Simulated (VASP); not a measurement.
# Al4B3P (P3m1) in VASP: notebook, part 2 of 3

VASP 6.6.1. Earlier steps stand in the parts before.

## Step 3: Relaxation of cell and atoms, PBE

This run uses another cell than the first one, of 12.14 Å³/atom, 0.994 times its volume.

Input file INCAR:

```
SYSTEM = Al4B3P
ALGO = Normal
EDIFF = 1E-7
EDIFFG = -0.005
ENCUT = 520
GGA = PE
IBRION = 2
ISIF = 3
ISMEAR = 0
KPAR = 8
LASPH = .True.
LCHARG = .False.
LREAL = .False.
LWAVE = .False.
NELM = 120
NSW = 60
POTIM = 0.3
PREC = Accurate
SIGMA = 0.1
```

Input file KPOINTS:

```
k-points
0
Gamma
  12 12 4
  0 0 0
```

Input file POSCAR:

```
Al4B3P                                  
1.0
    3.1026750294     -0.0000000000     -0.0000000000
   -1.5513375197      2.6869954021     -0.0000000000
   -0.0000000000     -0.0000000000     11.6506071464
  Al              B               P             
     4     3     1
Direct
     1.0000000000000000    0.0000000000000000    0.2741335953971213
     0.6666666699999979    0.3333333300000021    0.4922112556071053
     1.0000000000000000    1.0000000000000000    0.9826542286926060
     0.3333333300000021    0.6666666699999979    0.7995946217893535
     0.3333333300000021    0.6666666699999979    0.3846554022551439
     0.3333333300000021    0.6666666699999979    0.1153861713930428
     0.6666666699999979    0.3333333300000021    0.1189934290092966
     0.0000000000000000    0.0000000000000000    0.6516033558563348
```

Potentials or basis: VASP PAW PBE potentials, release 64 (Al, B, P).

Launch:

```
$ cat potpaw_PBE.64/Al/POTCAR potpaw_PBE.64/B/POTCAR potpaw_PBE.64/P/POTCAR > POTCAR
$ mpirun -np 8 vasp_std > vasp.out
```

OUTCAR:

```text
SYSTEM = Al4B3P
   EDIFF = 1E-7
   EDIFFG = -0.005
   ENCUT = 520
   GGA = PE
   IBRION = 2
   ISIF = 3
   ISMEAR = 0
   LASPH = .True.
   LREAL = .False.
   NELM = 120
   NSW = 60
   POTIM = 0.3
   PREC = Accurate

 ion  position               nearest neighbor table
   1  0.000  0.000  0.274-   5 2.21   5 2.21   5 2.21   7 2.54   7 2.54   7 2.54   6 2.57   6 2.57
                             6 2.57   2 3.11   2 3.11   2 3.11
   2  0.667  0.333  0.492-   5 2.19   5 2.19   5 2.19   8 2.58   8 2.58   8 2.58   1 3.11   1 3.11
                             1 3.11
   3  0.000  0.000  0.983-   6 2.37   6 2.37   6 2.37   7 2.39   7 2.39   7 2.39   4 2.79   4 2.79
                             4 2.79
   4  0.333  0.667  0.800-   8 2.49   8 2.49   8 2.49   3 2.79   3 2.79   3 2.79
   5  0.333  0.667  0.385-   2 2.19   2 2.19   2 2.19   1 2.21   1 2.21   1 2.21
   6  0.333  0.667  0.115-   7 1.79   7 1.79   7 1.79   3 2.37   3 2.37   3 2.37   1 2.57   1 2.57
                             1 2.57
   7  0.667  0.333  0.119-   6 1.79   6 1.79   6 1.79   3 2.39   3 2.39   3 2.39   1 2.54   1 2.54
                             1 2.54
   8  0.000  0.000  0.652-   4 2.49   4 2.49   4 2.49   2 2.58   2 2.58   2 2.58

  LATTYP: Found a hexagonal cell.
 ALAT       =     3.1026750294
 C/A-ratio  =     3.7550201152

  Lattice vectors:

 A1 = (   3.1026750294,   0.0000000000,   0.0000000000)
[... 197 lines left out ...]
  Direction    XX          YY          ZZ          XY          YZ          ZX
  --------------------------------------------------------------------------------------
  -------------------------------------------------------------------------------------
  Total       -0.0257756     -0.0257756      0.0247538      0.0000000     -0.0000000     -0.0000000
  in kB       -0.4251742     -0.4251742      0.4083202      0.0000000     -0.0000000     -0.0000000
  external PRESSURE =      -0.1473427 kB  Pullay stress =       0.0000000 kB
[... 71 lines left out ...]
--------------------------------------- Ionic step        3  -------------------------------------------

 number of electron      25.9999999 magnetization

 Free energy of the ion-electron system (eV)
  ---------------------------------------------------
  ext. energy  EPLUGINS =         0.00000000
  ---------------------------------------------------
  free energy    TOTEN  =       -39.42028860 eV

  energy without entropy =      -39.41071733  energy(sigma->0) =      -39.41550297

 E-fermi :   8.2826     XC(G=0): -10.9061

 val. band max:        8.2335968849   @ k =   0.2500   0.1667   0.0000
 cond. band min:       8.2895317531   @ k =   0.4167   0.0833   0.0000
 fundamental gap:      0.0559348682
 Fermi energy:         8.2825530182

 k-point     1 :       0.0000    0.0000    0.0000
  band No.  band energies     occupation
      1      -5.6599      2.00000
      2      -5.3495      2.00000
      3      -3.1957      2.00000
      4      -0.5809      2.00000
      5      -0.2764      2.00000
      6       3.7645      2.00000
[... 481 lines left out ...]
      5       1.0189      2.00000
      6       3.3208      2.00000
[... 10 lines left out ...]
     17      13.0060      0.00000
     18      13.6820      0.00000

 [... further k-points ...]
[... 5 lines left out ...]
  --------------------------------------------------------------------------------------
  -------------------------------------------------------------------------------------
  Total        0.0095302      0.0095302      0.0035268     -0.0000000      0.0000000     -0.0000000
  in kB        0.1572352      0.1572352      0.0581883     -0.0000000      0.0000000     -0.0000000
  external PRESSURE =       0.1242196 kB  Pullay stress =       0.0000000 kB
[... 23 lines left out ...]
  FREE ENERGIE OF THE ION-ELECTRON SYSTEM (eV)
  ---------------------------------------------------
  free  energy   TOTEN  =       -39.4202886047 eV

  energy  without entropy=      -39.4107173341  energy(sigma->0) =      -39.41550297

 reached required accuracy - stopping structural energy minimisation
```

It took 22 s on 8 MPI ranks of AMD EPYC 9R45 (Zen 5), shared host; peak memory 0.29 GiB.

What came out:

| Item | Value |
| --- | --- |
| Free energy | -39.4203 eV |
| Relaxed volume | 12.14 Å³/atom |
| Relaxed cell | a = 3.102 Å, b = 3.102 Å, c = 11.653 Å, α = 90.00°, β = 90.00°, γ = 120.00° |
| Space group after relaxing (to 0.05 Å) | P3m1 (No. 156) |
| Energy gained by relaxing | 0.0 meV/atom |
| Ionic steps | 3 |
| Pressure after relaxing | 0.0 GPa |
| Largest force after relaxing | 0.004 eV/Å |
| Band gap on the k mesh | none (metal or under the smearing width) |

Forces in eV/Å, atoms in the order of the input:
```
Al   0.000  0.000  0.001
Al   0.000  0.000  0.000
Al   0.000  0.000  0.000
Al   0.000  0.000  0.004
B    0.000  0.000  0.000
B    0.000  0.000 -0.002
B    0.000  0.000 -0.004
P    0.000  0.000  0.000
```

Final structure:
```
CELL_PARAMETERS angstrom
3.10205 0.00000 0.00000
-1.55103 2.68646 0.00000
0.00000 0.00000 11.65285
ATOMIC_POSITIONS crystal
Al 0.00000 0.00000 0.27415
Al 0.66667 0.33333 0.49218
Al 0.00000 0.00000 0.98265
Al 0.33333 0.66667 0.79960
B 0.33333 0.66667 0.38471
B 0.33333 0.66667 0.11539
B 0.66667 0.33333 0.11894
P 0.00000 0.00000 0.65162
```

Levels at points of the mesh, in eV from the Fermi level:
| k point | band 10 | band 11 | band 12 | band 13 | band 14 | band 15 | band 16 | band 17 | band 18 |
| --- | --- | --- | --- | --- | --- | --- | --- | --- | --- |
| (0.00, 0.00, 0.00) | 2.08 | 2.08 | 2.14 | 2.46 | 2.46 | 4.08 | 4.08 | 4.08 | 7.07 |
| (0.50, 0.00, 0.00) | -3.56 | -3.24 | -0.48 | -0.44 | -0.11 | 0.31 | 0.89 | 2.20 | 2.35 |
| (0.00, 0.00, 0.50) | 0.58 | 2.08 | 2.08 | 2.45 | 2.45 | 4.08 | 4.08 | 6.48 | 6.77 |
| (0.50, 0.00, 0.50) | -2.60 | -2.25 | -1.91 | -0.97 | -0.49 | 0.33 | 1.66 | 2.35 | 3.51 |

## Step 4: Single point, r2SCAN

This run uses another cell than the first one, of 12.14 Å³/atom, 0.994 times its volume.

Input file INCAR:

```
PREC = Accurate
ENCUT = 520
EDIFF = 1E-6
ISMEAR = 0
SIGMA = 0.1
LREAL = F
LASPH = T
NELM = 150
ALGO = Normal
ISIF = 2
LWAVE = F
LCHARG = F
METAGGA = R2SCAN
LMIXTAU = T
KPAR = 8
```

Input file KPOINTS:

```
regular mesh
0
Gamma
  12 12 4
```

Input file POSCAR:

```
Al4B3P                                  
1.0
    3.1020533336      0.0000000000     -0.0000000000
   -1.5510266718      2.6864569977      0.0000000000
    0.0000000000     -0.0000000000     11.6528490874
  Al              B               P             
     4     3     1
Direct
     0.0000000000000000    0.0000000000000000    0.2741497285508362
     0.6666666699999979    0.3333333300000021    0.4921804219001908
     0.0000000000000000    0.0000000000000000    0.9826493606866841
     0.3333333300000021    0.6666666699999979    0.7996000241839025
     0.3333333300000021    0.6666666699999979    0.3847069854219270
     0.3333333300000021    0.6666666699999979    0.1153876489394782
     0.6666666699999979    0.3333333300000021    0.1189423296533596
     0.0000000000000000    0.0000000000000000    0.6516155606636189
```

Launch:

```
$ cat potpaw_PBE.64/Al/POTCAR potpaw_PBE.64/B/POTCAR potpaw_PBE.64/P/POTCAR > POTCAR
$ mpirun -np 8 vasp_std > vasp.out
```

Run time: 53 s. Hardware: 8 MPI ranks of AMD EPYC 9R45 (Zen 5), shared host; peak memory 0.3 GiB.

It converged, with:

* Free energy: -56.7582 eV
* Pressure: -2.3 GPa
* Largest force: 0.116 eV/Å
* Band gap on the k mesh: none (metal or under the smearing width)

Forces in eV/Å, atoms in the order of the input:
```
Al   0.000  0.000  0.116
Al   0.000  0.000 -0.010
Al   0.000  0.000 -0.003
Al   0.000  0.000 -0.096
B    0.000  0.000  0.014
B    0.000  0.000 -0.052
B    0.000  0.000 -0.015
P    0.000  0.000  0.045
```

Stress tensor (GPa, compression positive):
```
-2.01  0.00  0.00
 0.00 -2.01  0.00
 0.00  0.00 -2.90
```

Levels at points of the mesh, in eV from the Fermi level:
```
           k point  band 10  band 11  band 12  band 13  band 14  band 15  band 16  band 17  band 18
(0.00, 0.00, 0.00)     2.18     2.18     2.32     2.63     2.63     4.22     4.22     4.38     7.50
(0.50, 0.00, 0.00)    -3.75    -3.39    -0.55    -0.51    -0.11     0.31     0.99     2.38     2.63
(0.00, 0.00, 0.50)     0.68     2.18     2.18     2.63     2.63     4.22     4.22     6.93     7.23
(0.50, 0.00, 0.50)    -2.77    -2.40    -2.02    -0.96    -0.55     0.32     1.77     2.52     3.81
```

Caveat: the PAW data sets were made with another functional, which shifts forces and pressure a little.

[end of part 2 of 3]
